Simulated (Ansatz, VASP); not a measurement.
# CdTe: VASP beside Ansatz, part 2 of 2

Wanted: the spread between two codes on one cell, functional and k mesh. The cell is taken from a series of runs on this material, whose earlier steps may have relaxed, scaled, displaced or heated it; both programs get it as it stands.

VASP 6.6.1 and Ansatz 0.2.0.

So far: The starting structure; VASP: zone-centre phonons, PBE.

### 3. Ansatz: zone-centre phonons, PBE

Level of this step: Ansatz beside VASP: Kohn-Sham DFT, plane waves, PBE (Ansatz).

Ansatz runs on its default PAW (the set named soft_2) files.

The same cell, functional and mesh now go to Ansatz, which takes its cutoff from its data sets.

File input.yaml:

```yaml
crystal:
  lattice:
    - [0.0, 3.3092187995, 3.3092187995]
    - [3.3092187995, 0.0, 3.3092187995]
    - [3.3092187995, 3.3092187995, 0.0]
  atoms:
    - { symbol: Cd, position: [0.0, 0.0, 0.0] }
    - { symbol: Te, position: [0.25, 0.25, 0.25] }
kpoints:
  mp_grid: { grid: [8, 8, 8] }
hamiltonian:
  xc: pbe
scf:
  occupations: { method: fixed }
output:
  eigenvalues: true
phonons:
  method: fd
  supercell: [1, 1, 1]
  amplitude: 0.01
```

Started as:

```bash
$ ansatz run input.yaml --threads 4 --pin off --max-ram 7168MiB --backend cpu --events-out ev --progress --plain --runs-dir out
```

Numbers of over 12 decimals in the logs are rounded to 6 here.

The program printed:

```text
Engine: ansatz 0.2.0, aarch64-unknown-linux-gnu
Pseudopotentials: kind: paw
Pseudopotential: Cd, paw, valence charge 20, recommended cutoff 420 eV (normal), Cd.paw.azcp
Pseudopotential: Te, paw, valence charge 16, recommended cutoff 420 eV (normal), Te.paw.azcp
Functional definition: PBE
  parameter kappa = 0.804
  parameter beta = 0.066725
  exchange = pbe_x(kappa = kappa, mu = beta*pi^2/3)
  correlation = pbe_c(beta = beta)
Crystal: 2 atoms, lattice volume = 72.478 Å³
Basis set: ecut = 420 eV, 1411 PW (Γ), exchange–correlation on 64×64×64 points (8 copies of the dense FFT grid, shifted against one another)
Bands: 22, of which v1, the nominal top of the filled ones, is band 18 counted from 1 (17 counted from 0)
Symmetry: 24 space group operations
k-points: 29 of 512 (time reversal used)
Non-local potential: Cd, projectors of the file, l = 0: 3, l = 1: 2, l = 2: 2, l = 3: 1
Non-local potential: Te, projectors of the file, l = 0: 2, l = 1: 2, l = 2: 2, l = 3: 2
PAW form: soft (Blöchl's): semilocal exchange-correlation on the pseudo side does not see the compensation charge
PAW one-centre angular grid: Cd, 590 points (default); XC on 64 Gauss nodes
PAW one-centre angular grid: Te, 590 points (default); XC on 64 Gauss nodes
Initial density: superposition of atomic densities (neutral atoms: chi_scale 0, normalization atom), corrected by the library's trained network
Initial wavefunctions: pseudopotential atomic-orbital guess
Functional: x = pbe(κ = 0.804, μ = 0.219515), c = pbe(β = 0.066725)
SCF iter   1: F=—  HF=-15235.339429 eV  |F-HF|=—  |Δ(HF+E_count)|=         —  Δρ=1.47e-3  dr2=4.01e-3  ethr=1.77e-3  ⟨swp⟩=4.9  Hψ=2475  notcnv=0  defer=51
preconditioner: auto → none  [insulator: Δε(μ)=0.559 eV  Ē_g=11.165 eV  n_scr=14 (ndim 8)  ℏωp=18.5 eV  f_vac=0.207  ε∞_Penn≈3.7]
SCF iter   2: F=—  HF=-15235.338581 eV  |F-HF|=—  |Δ(HF+E_count)|=   8.48e-4  Δρ=5.43e-4  dr2=2.20e-4  ethr=1.12e-5  ⟨swp⟩=3.0  Hψ=1256  notcnv=0  defer=53
SCF iter   3: F=—  HF=-15235.338643 eV  |F-HF|=—  |Δ(HF+E_count)|=   6.20e-5  Δρ=1.96e-4  dr2=2.96e-5  ethr=6.12e-7  ⟨swp⟩=3.0  Hψ=1223  notcnv=0  defer=53
SCF iter   4: F=—  HF=-15235.338680 eV  |F-HF|=—  |Δ(HF+E_count)|=   3.70e-5  Δρ=8.81e-5  dr2=8.12e-6  ethr=8.22e-8  ⟨swp⟩=2.5  Hψ=1076  notcnv=0  defer=42
SCF iter   5: F=—  HF=-15235.338689 eV  |F-HF|=—  |Δ(HF+E_count)|=   9.47e-6  Δρ=2.47e-5  dr2=5.36e-7  ethr=2.26e-8  ⟨swp⟩=2.0  Hψ=933  notcnv=0  defer=14
SCF iter   6: F=—  HF=-15235.338700 eV  |F-HF|=—  |Δ(HF+E_count)|=   1.08e-5  Δρ=3.18e-6  dr2=9.45e-9  ethr=1.49e-9  ⟨swp⟩=2.0  Hψ=899  notcnv=0
SCF iter   7: F=-15235.338700 eV  HF=-15235.338700 eV  |F-HF|=8.19e-10  |Δ(HF+E_count)|=   5.28e-8  Δρ=4.72e-7  dr2=1.71e-10  ethr=2.78e-12  ⟨swp⟩=8.2  Hψ=3248  notcnv=0
SCF 1 converged in 7 iterations: F = -15235.338700 eV  dr2 = 1.71e-10
  greatest PAW one-centre occupation: 1.000 electrons in one spin orbital (limit 2), on the Cd atom at site 0 (counted from 0), in its partial waves of l = 0
Symmetry: 4 space group operations
k-points: 95 of 512 (time reversal used)
Initial density: handed on by an earlier stage of this run
Initial wavefunctions: those handed on with the density
iter 1 solved again at ethr=1.74e-7 eV; its pass at ethr=3.10e-3 eV (dr2=6.28e-5 eV) is discarded
SCF iter   1: F=—  HF=-15235.338529 eV  |F-HF|=—  |Δ(HF+E_count)|=         —  Δρ=4.10e-4  dr2=5.91e-5  ethr=1.74e-7  ⟨swp⟩=2.9  Hψ=11614  notcnv=0  defer=183
preconditioner: auto → none  [insulator: Δε(μ)=0.578 eV  Ē_g=11.151 eV  n_scr=14 (ndim 8)  ℏωp=18.5 eV  f_vac=0.204  ε∞_Penn≈3.8]
SCF iter   2: F=—  HF=-15235.338519 eV  |F-HF|=—  |Δ(HF+E_count)|=   1.02e-5  Δρ=1.59e-4  dr2=5.77e-6  ethr=1.64e-7  ⟨swp⟩=2.0  Hψ=2659  notcnv=0  defer=125
[...]
SCF iter   4: F=—  HF=-15235.338514 eV  |F-HF|=—  |Δ(HF+E_count)|=   2.16e-6  Δρ=5.59e-6  dr2=1.14e-8  ethr=2.19e-9  ⟨swp⟩=2.0  Hψ=2902  notcnv=0  defer=1
SCF iter   5: F=—  HF=-15235.338514 eV  |F-HF|=—  |Δ(HF+E_count)|=   3.99e-9  Δρ=1.80e-6  dr2=2.86e-9  ethr=3.17e-11  ⟨swp⟩=2.0  Hψ=3420  notcnv=0  defer=1
SCF iter   6: F=-15235.338514 eV  HF=-15235.338514 eV  |F-HF|=1.46e-11  |Δ(HF+E_count)|=   1.01e-9  Δρ=3.59e-7  dr2=5.70e-11  ethr=1.00e-12  ⟨swp⟩=4.1  Hψ=8799  notcnv=0
SCF 2 converged in 6 iterations: F = -15235.338514 eV  dr2 = 5.70e-11
iter 1 solved again at ethr=2.69e-7 eV; its pass at ethr=3.10e-3 eV (dr2=9.70e-5 eV) is discarded
SCF iter   1: F=—  HF=-15235.338530 eV  |F-HF|=—  |Δ(HF+E_count)|=         —  Δρ=3.67e-4  dr2=8.05e-5  ethr=2.69e-7  ⟨swp⟩=2.2  Hψ=11397  notcnv=0  defer=179
preconditioner: auto → none  [insulator: Δε(μ)=0.579 eV  Ē_g=11.151 eV  n_scr=14 (ndim 8)  ℏωp=18.5 eV  f_vac=0.204  ε∞_Penn≈3.8]
SCF iter   2: F=—  HF=-15235.338519 eV  |F-HF|=—  |Δ(HF+E_count)|=   1.12e-5  Δρ=1.48e-4  dr2=1.13e-5  ethr=2.24e-7  ⟨swp⟩=2.0  Hψ=3407  notcnv=0  defer=9
SCF iter   3: F=—  HF=-15235.338518 eV  |F-HF|=—  |Δ(HF+E_count)|=   9.13e-7  Δρ=4.68e-5  dr2=1.19e-6  ethr=3.13e-8  ⟨swp⟩=2.0  Hψ=2333  notcnv=0  defer=1
SCF iter   4: F=—  HF=-15235.338514 eV  |F-HF|=—  |Δ(HF+E_count)|=   4.10e-6  Δρ=9.48e-6  dr2=2.51e-8  ethr=3.31e-9  ⟨swp⟩=2.0  Hψ=3418  notcnv=0  defer=1
SCF iter   5: F=—  HF=-15235.338514 eV  |F-HF|=—  |Δ(HF+E_count)|=   1.23e-8  Δρ=1.31e-6  dr2=1.27e-9  ethr=6.97e-11  ⟨swp⟩=2.2  Hψ=3056  notcnv=0  defer=1
SCF iter   6: F=-15235.338514 eV  HF=-15235.338514 eV  |F-HF|=3.64e-11  |Δ(HF+E_count)|=  1.73e-10  Δρ=3.61e-7  dr2=8.88e-11  ethr=1.00e-12  ⟨swp⟩=5.7  Hψ=8055  notcnv=0
SCF 3 converged in 6 iterations: F = -15235.338514 eV  dr2 = 8.88e-11
SCF converged after 7 iterations
Free energy (F): -15235.338700 eV
Harris-Foulkes:  -15235.338700 eV  (|F-HF|=8.19e-10)
Internal energy: -15235.338700 eV  (E = F + TS)
E sigma→0 (E₀):  -15235.338700 eV
Fermi energy:    6.600717 eV
--- Per-component energies (eV) ---
  E_band       = -815.172817
  E_kinetic    = 684.551903
  E_local      = -5555.801250  (includes V_loc(G=0)·N_el)
  E_nonlocal   = -276.745189
  E_hartree    = 2789.351830
  E_xc         = -300.459214
  E_vxc        = -324.986442  (∫ρ·V_xc dr)
  E_paw        = -8746.039992  (= ΣΔE_a)
  E_vpaw       = -920.895647  (= ΣTr[D̂ρ^β])
  E_aug_tail   = -0.000159  (compensation charges beyond the density's cutoff)
  E_ewald      = -3830.196629
  E_smearing   = -0.000000  (= −TS)
  E_closure    = -0.000000  (closes the sum)
  Σ components = -15235.338700   (vs F -15235.338700, Δ=0.00e0)
--- Forces (eV/Å), atoms counted from 1 ---
  atom   1  Cd     0.00000000    -0.00000000    -0.00000000
  atom   2  Te    -0.00000000     0.00000000     0.00000000
  max |Σ_I F_I| component: 1.30e-16 eV/Å
--- Band table (eV; the first three rows and the last of 29) ---
  k-point 0: bands = [... 14 lower, -1.2636, 6.6007, 6.6007, 6.6007, 7.1857, 11.2542, 11.2542, 11.2542]
  k-point 1: bands = [... 14 lower, -1.2643, 5.4206, 6.4810, 6.4810, 8.0820, 11.2019, 11.4477, 11.4477]
  k-point 2: bands = [... 14 lower, -1.2637, 4.0411, 6.2245, 6.2245, 8.4826, 11.7668, 11.7668, 11.8489]
  k-point 28: bands = [... 14 lower, -0.7785, 2.7129, 4.5226, 4.6616, 10.6340, 11.3037, 12.0900, 12.9427]
--- Phonons: 2 displaced members + reference (amplitude 0.01 Å, Σ member SCF iterations 12) ---
  symmetry images taken by strict's conditions (phonons.symmetry_images: auto; settled by no image being taken that strict refuses)
  ASR residual: 5.057e-4 → 0.000e0 eV/Å²; symmetrization residual: 5.540e-6 eV/Å²
  largest component of a force at the reference: 1.5e-16 eV/Å
  ASR residual per site (eV/Å²): 3.78e-4 5.06e-4
  Γ frequencies (cm⁻¹): 0.00 0.00 0.00 130.17 130.17 130.17
  density of states and harmonic sums: on the 16×16×16 q-mesh, interpolated from the force constants of a 1×1×1 supercell (no non-analytic term)
  largest difference from the sums on the solved wave vectors: F 6.59e-1 eV, S 9.17e-4 and C_V 2.58e-4 eV/K
  zero-point energy: 0.032912 eV/cell   skipped modes (ω ≤ 0): 3   left out of the sums: 1.22e-4 of the cell's modes: C_V's classical limit lies that fraction below 3 k_B per atom; for a crystal, a wire or a layer, F and S can be off by more, and a phonons.interpolated_qmesh denser along its periods is the remedy for the sampling
```

### 4. Side by side

Known differences besides the potentials themselves: fixed occupations in Ansatz, narrow Gaussian smearing in VASP; the data sets hold 36 valence electrons in Ansatz (on its default PAW (the set named soft_2) files) and 18 in VASP; the cutoff is 420 eV in Ansatz and 500 eV in VASP. Total energies have different zeros and are not compared.

Both answers:

```csv
quantity,Ansatz,VASP,difference
optical mode 1 to 3 (cm⁻¹),130.2,131.4,-0.97 %
```

Modes are paired by rising frequency, not by their patterns, so a pair may set unlike modes beside each other; they are those without the splitting of longitudinal modes.

### 5. Summary of results

```yaml
r_m_s_difference_of_the_optical_zone_centre_modes_each_program_s_sorted_by_frequency_zone_centre_phonons_pbe: 1.3 cm⁻¹
difference_in_optical_mode_1_to_3_zone_centre_phonons_pbe: -1.0 %
```

In words: The r.m.s. difference of the optical zone-centre modes, each program's sorted by frequency is 1.3 cm⁻¹ (zone-centre phonons, PBE). The data sets hold unlike numbers of valence electrons (36 in Ansatz and 18 in VASP), so part of the differences comes from the potentials. Among the rows given in per cent, the largest difference of the zone-centre phonons, PBE pair is in optical mode 1 to 3, -1.0 %. How closely two codes agree says nothing of how well the functional describes the real material.

[Lines on the potential files, build, host, timing and source positions are cut from VASP's logs without a mark.]

[Logs are printed without paths, hosts, clocks, repeated set-up lines and the standing remarks that a program may print on its own settings, such as how far it seeks lower states.]

[Hosts, paths, dates, database ids (printed as entryN), source tags and the programs' standing remarks are cut or masked in the printed files.]
